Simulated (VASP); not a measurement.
Al15CoN16 (a cell with a defect), 32 atoms in the cell. The cell holds a defect, 32 atoms: a = 6.220 Å, b = 6.220 Å, c = 9.960 Å, α = 90.00°, β = 90.00°, γ = 120.00°. 

```yaml
Program: VASP 6.6.1
Task: single point
Functional: PBEsol
Potentials_or_basis: VASP PAW PBE potentials, release 64 (Co, Al, N)
Cutoff: 450 eV
k_mesh: 3 × 3 × 2
Occupations: gaussian, width 0.03 eV
Spin: collinear spin, zero start
Fixed_moment: 0 μB
Hubbard_terms: Co d U = 6 eV
Dq: 0
Further_INCAR_settings: LREAL = Auto; ALGO = Normal; EDIFF = 1e-05; ISYM = 0
```

Potentials or basis: VASP PAW PBE potentials, release 64 (Co, Al, N).

Launch:

```console
$ cat potpaw_PBE.64/Co/POTCAR potpaw_PBE.64/Al/POTCAR potpaw_PBE.64/N/POTCAR > POTCAR
$ mpirun -np 4 vasp_std > vasp.out
```

Hardware: 4 MPI ranks on Intel(R) Xeon(R) 6975P-C (Granite Rapids), on a shared host.

**Question.** How long does it take, and how much memory?

**Answer.** Wall time 25 min on 4 MPI ranks on Intel(R) Xeon(R) 6975P-C (Granite Rapids), on a shared host, peak memory 0.72 GiB a rank. Counts: scf iterations 82, k points 10.
